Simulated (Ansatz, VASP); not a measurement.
# BaNaLaWO6 in two plane-wave programs

One calculation is typed for both programs; each brings its own data sets. How far apart do they land? The cell is taken from a series of runs on this material, whose earlier steps may have relaxed, scaled, displaced or heated it; both programs get it as it stands.

Main program and level: Ansatz 0.2.0; plane waves, with VASP 6.6.1 beside it; G0W0 gap at PBE, DFT+U.

## Step 1: Set-up

Symmetry: F-43m, No. 216, cubic system. Conventional cell: a = 8.647 Å, b = 8.647 Å, c = 8.647 Å, α = 90.00°, β = 90.00°, γ = 90.00°. Na has 12 O at 3.07 Å nearest. Nearest to Ba lie 12 O at 3.07 Å. Nearest to La lie 6 O at 2.38 Å. W has 6 O at 1.94 Å nearest. O has 1 W at 1.94 Å and 1 La at 2.38 Å and 2 Ba at 3.07 Å and 2 Na at 3.07 Å nearest. Farther neighbours and most contacts between anions are not listed.

Structure file:

```
Na Ba La W O
1.0
     0.00000    4.32374    4.32374
     4.32374    0.00000    4.32374
     4.32374    4.32374    0.00000
Na Ba La W O
1 1 1 1 6
Direct
  0.75000 0.75000 0.75000
  0.25000 0.25000 0.25000
  0.00000 0.00000 0.00000
  0.50000 0.50000 0.50000
  0.72448 0.27552 0.27552
  0.27552 0.72448 0.72448
  0.72448 0.72448 0.27552
  0.27552 0.27552 0.72448
  0.27552 0.72448 0.27552
  0.72448 0.27552 0.72448
```

## Step 2: VASP: G0W0 gap, PBE, DFT+U

Quasiparticle shifts depend on high empty states and on the cores, so they are the hardest test of two PAW sets.

Lines of VASP's logs that name or quote its potential files are left out, and so is its time.

The run reads the wave functions of an earlier VASP run, which isn't shown here.

File INCAR:

```
SYSTEM = BaNaLaWO6
PREC = Accurate
ENCUT = 440
ISMEAR = 0
SIGMA = 0.01
LREAL = .FALSE.
GGA = PE
NBANDS = 714
LASPH = .TRUE.
LMAXMIX = 6
ALGO = EVGW0
NELMGW = 1
ENCUTGW = 150
NOMEGA = 64
PRECFOCK = Fast
NBANDSGW = 48
LWAVE = .FALSE.
LCHARG = .FALSE.
```

File POSCAR:

```
BaNaLaWO6
1.0
    0.0000000000      4.3237387100      4.3237387100
    4.3237387100      0.0000000000      4.3237387100
    4.3237387100      4.3237387100      0.0000000000
Na Ba La W O
1 1 1 1 6
Direct
    0.7500000000      0.7500000000      0.7500000000
    0.2500000000      0.2500000000      0.2500000000
    0.0000000000      0.0000000000      0.0000000000
    0.5000000000      0.5000000000      0.5000000000
    0.7244845028      0.2755154972      0.2755154972
    0.2755154972      0.7244845028      0.7244845028
    0.7244845028      0.7244845028      0.2755154972
    0.2755154972      0.2755154972      0.7244845028
    0.2755154972      0.7244845028      0.2755154972
    0.7244845028      0.2755154972      0.7244845028
```

File KPOINTS:

```
Automatic mesh
0
Gamma
2 2 2
0 0 0
```

PAW data sets: Na_sv_GW, Ba_sv_GW, La_GW, W_sv_GW and O_GW (PBE family, release 64).

Launch:

```sh
> export OMP_NUM_THREADS=3
> mpirun -np 1 vasp_std
```

Numbers of over 12 decimals in the logs are rounded to 6 here.

What it wrote:

```text
[banner, memory and clock lines left out]
running    1 mpi-ranks, on    1 nodes
 distrk:  each k-point on    1 cores,    1 groups
 distr:  one band on    1 cores,    1 groups
 Offloading initialized ...    1 GPUs detected
 POSCAR found type information on POSCAR NaBaLaW O
 POSCAR found :  5 types and      10 ions
|                                                                             |
|           W    W    AA    RRRRR   N    N  II  N    N   GGGG   !!!           |
|           W    W   A  A   R    R  NN   N  II  NN   N  G    G  !!!           |
|           W    W  A    A  R    R  N N  N  II  N N  N  G       !!!           |
|           W WW W  AAAAAA  RRRRR   N  N N  II  N  N N  G  GGG   !            |
|           WW  WW  A    A  R   R   N   NN  II  N   NN  G    G                |
|           W    W  A    A  R    R  N    N  II  N    N   GGGG   !!!           |
|                                                                             |
|     The default for ENCUTGWSOFT is different in this version of VASP.       |
|     please manually set ENCUTGWSOFT =150 in the INCAR file.                 |
|                                                                             |

 LDA part: xc-table for (Slater+PW92), standard interpolation
 found WAVECAR, reading the header
 POSCAR, INCAR and KPOINTS ok, starting setup
 FFT: planning ... GRIDC
 FFT: planning ... GRID_SOFT
 FFT: planning ... GRID
 reading WAVECAR
 the WAVECAR file was read successfully
 initial charge from wavefunction
 available memory per node:   1649.58 GB, setting MAXMEM to   1689168

 The Fermi energy was updated, please check that it is located mid-gap
 values below the HOMO (VB) or above the LUMO (CB) will cause erroneous energies
 E-fermi :   5.0625

 calculate exact exchange contribution
 the WAVEDER file was read successfully
energies w=
    0.000    0.000    1.175    0.000    2.348    0.000    3.516    0.000
    4.676    0.000    5.827    0.000    6.967    0.000    8.095    0.000
    9.209    0.000   10.309    0.000   11.395    0.000   12.466    0.000
   13.522    0.000   14.565    0.000   15.594    0.000   16.612    0.000
   17.618    0.000   18.615    0.000   19.604    0.000   20.587    0.000
   21.565    0.000   22.540    0.000   23.514    0.000   24.489    0.000
   25.467    0.000   26.451    0.000   27.443    0.000   28.446    0.000
   29.462    0.000   30.494    0.000   31.545    0.000   32.619    0.000
   33.720    0.000   34.851    0.000   36.017    0.000   37.223    0.000
   38.475    0.000   39.779    0.000   41.141    0.000   42.570    0.000
   44.075    0.000   45.665    0.000   47.354    0.000   49.156    0.000
   51.086    0.000   53.164    0.000   55.412    0.000   57.860    0.000
   60.538    0.000   63.489    0.000   66.762    0.000   70.418    0.000
   74.537    0.000   79.218    0.000   84.590    0.000   90.826    0.000
   98.155    0.000  106.898    0.000  117.507    0.000  130.650    0.000
  147.348    0.000  169.252    0.000  199.209    0.000  242.594    0.000
 responsefunction array rank=     692
 LDA part: xc-table for (Slater+PW92), standard interpolation

 min. memory requirement per mpi rank   1471.6 MB, per node   1471.6 MB

 allocating  64 responsefunctions rank=   692
 shmem allocating  64 responsefunctions rank=   692
 response function shared by NCSHMEM nodes    1
 Doing            64  frequencies on each core in blocks of            64
NQ=   1    0.0000    0.0000    0.0000,
|.........|.........|.........|.........|.........|.........|.........|.........
 performed        636000 updates of chi_q(r,r)
 total number of BLAS operations       2120.04 Gflops
NQ=   2    0.5000    0.0000    0.0000,
|.........|.........|.........|.........|.........|.........|.........|.........
 performed       1615000 updates of chi_q(r,r)
 total number of BLAS operations       5451.87 Gflops
NQ=   3    0.5000    0.5000    0.0000,
|.........|.........|.........|.........|.........|.........|.........|.........
 performed       2526000 updates of chi_q(r,r)
 total number of BLAS operations       8942.48 Gflops
 resolving degeneracies of screened two electron integrals

 calculate QP shifts <psi_nk| G(iteration)W_0 |psi_nk>: iteration 1
 entering main loop
```

OUTCAR, selected parts (step 2):

```text
ion  position               nearest neighbor table
   1  0.750  0.750  0.750-
   2  0.250  0.250  0.250-
   3  0.000  0.000  0.000-   5 2.38   6 2.38   7 2.38   8 2.38   9 2.38  10 2.38
   4  0.500  0.500  0.500-   5 1.94   6 1.94   7 1.94   8 1.94   9 1.94  10 1.94
   5  0.724  0.276  0.276-   4 1.94   3 2.38
   6  0.276  0.724  0.724-   4 1.94   3 2.38
   7  0.724  0.724  0.276-   4 1.94   3 2.38
   8  0.276  0.276  0.724-   4 1.94   3 2.38
   9  0.276  0.724  0.276-   4 1.94   3 2.38
  10  0.724  0.276  0.724-   4 1.94   3 2.38

  LATTYP: Found a face centered cubic cell.
 ALAT       =     8.6474774200

 Subroutine GETGRP returns: Found 24 space group operations
 (whereof 24 operations were pure point group operations)

The static configuration has the point symmetry T_d .

 Found      3 irreducible k-points:

   k-points           NKPTS =      3   k-points in BZ     NKDIM =      8   number of bands    NBANDS=    714

   dimension x,y,z NGX =    42 NGY =   42 NGZ =   42
   dimension x,y,z NGXF=    84 NGYF=   84 NGZF=   84

   ENCUT  =  440.0 eV  32.34 Ry    5.69 a.u.  10.46 10.46 10.46*2*pi/ulx,y,z

   NELECT =      80.0000    total number of electrons

  energy-cutoff  :      440.00
  volume of cell :      161.66
      direct lattice vectors                 reciprocal lattice vectors
     0.000000000  4.323738710  4.323738710    -0.115640660  0.115640660  0.115640660
     4.323738710  0.000000000  4.323738710     0.115640660 -0.115640660  0.115640660
     4.323738710  4.323738710  0.000000000     0.115640660  0.115640660 -0.115640660

 k-points in reciprocal lattice and weights: Automatic mesh
   0.00000000  0.00000000  0.00000000       0.125
   0.50000000  0.00000000  0.00000000       0.500
   0.50000000  0.50000000  0.00000000       0.375

 E-fermi :   5.0625

 QP shifts <psi_nk| G(iteration)W_0 |psi_nk>: iteration 1
 for sc-GW calculations column KS-energies equals QP-energies in previous step
 and V_xc(KS)=  KS-energies - (<T + V_ion + V_H > + <T+V_H+V_ion>^1  + <V_x>^1)
 k-point   1 :       0.0000    0.0000    0.0000
  band No.  KS-energies  QP-energies   sigma(KS)   V_xc(KS)     V^pw_x(r,r')   Z            occupation Imag(sigma)
    ...
     37       3.1560       2.5646     -20.4415     -19.6416     -24.5512       0.7394       2.0000       0.3480
     38       3.7504       3.1434     -20.2533     -19.4164     -24.5635       0.7253       2.0000       0.3687
     39       3.7504       3.1434     -20.2533     -19.4164     -24.5635       0.7253       2.0000       0.3687
     40       3.7504       3.1434     -20.2533     -19.4164     -24.5635       0.7253       2.0000       0.3687
     41       6.5240       7.0597     -13.2559     -13.9392      -9.1351       0.7839       0.0000      -0.2665
     42       6.5240       7.0597     -13.2559     -13.9392      -9.1351       0.7839       0.0000      -0.2665
     43       6.5240       7.0597     -13.2559     -13.9392      -9.1351       0.7839       0.0000      -0.2665
     44       7.7344       8.2899      -8.0300      -8.7051      -4.2969       0.8229       0.0000      -0.2391
    ...

 k-point   2 :       0.5000    0.0000    0.0000
  band No.  KS-energies  QP-energies   sigma(KS)   V_xc(KS)     V^pw_x(r,r')   Z            occupation Imag(sigma)
    ...
     37       2.9572       2.2904     -19.4915     -18.5696     -23.7728       0.7232       2.0000       0.4032
     38       3.4049       2.7533     -19.5735     -18.6754     -23.7949       0.7255       2.0000       0.3784
     39       3.4049       2.7533     -19.5735     -18.6754     -23.7949       0.7255       2.0000       0.3784
     40       3.4665       2.8368     -19.7569     -18.8873     -24.0405       0.7242       2.0000       0.3816
     41       7.2069       7.9852     -14.0713     -15.0797      -9.6640       0.7718       0.0000      -0.3047
     42       7.3123       8.2432     -14.4954     -15.7135     -10.0851       0.7642       0.0000      -0.3085
     43       7.3123       8.2432     -14.4954     -15.7135     -10.0851       0.7642       0.0000      -0.3085
     44       8.8453      12.3741      -9.9372     -14.7847      -2.9649       0.7280       0.0000      -0.4942
    ...

 k-point   3 :       0.5000    0.5000    0.0000
  band No.  KS-energies  QP-energies   sigma(KS)   V_xc(KS)     V^pw_x(r,r')   Z            occupation Imag(sigma)
    ...
     37       3.1268       2.4531     -20.1841     -19.2792     -24.1859       0.7446       2.0000       0.3358
     38       3.2125       2.5862     -20.3765     -19.5334     -24.4449       0.7430       2.0000       0.3425
     39       3.2125       2.5862     -20.3765     -19.5334     -24.4449       0.7430       2.0000       0.3425
     40       3.7293       3.1172     -20.1993     -19.3550     -24.4985       0.7249       2.0000       0.3689
     41       6.3745       6.8816     -12.9608     -13.6050      -8.6953       0.7870       0.0000      -0.2715
     42       7.8656       8.6429     -16.5218     -17.5556     -12.3106       0.7519       0.0000      -0.3290
     43       7.8656       8.6429     -16.5218     -17.5556     -12.3106       0.7519       0.0000      -0.3290
     44       8.8541      12.4863      -9.9087     -14.9598      -2.7311       0.7191       0.0000      -0.5078
    ...
```

This run has no spin polarisation, so a moment on W, if there is one, isn't seen.

[end of part 1 of 2]

[Lines on the potential files, build, host, timing and source positions are cut from VASP's logs without a mark.]

[Logs are printed without paths, hosts, clocks, repeated set-up lines and the standing remarks that a program may print on its own settings, such as how far it seeks lower states.]

[Hosts, paths, dates, database ids (printed as entryN), source tags and the programs' standing remarks are cut or masked in the printed files.]
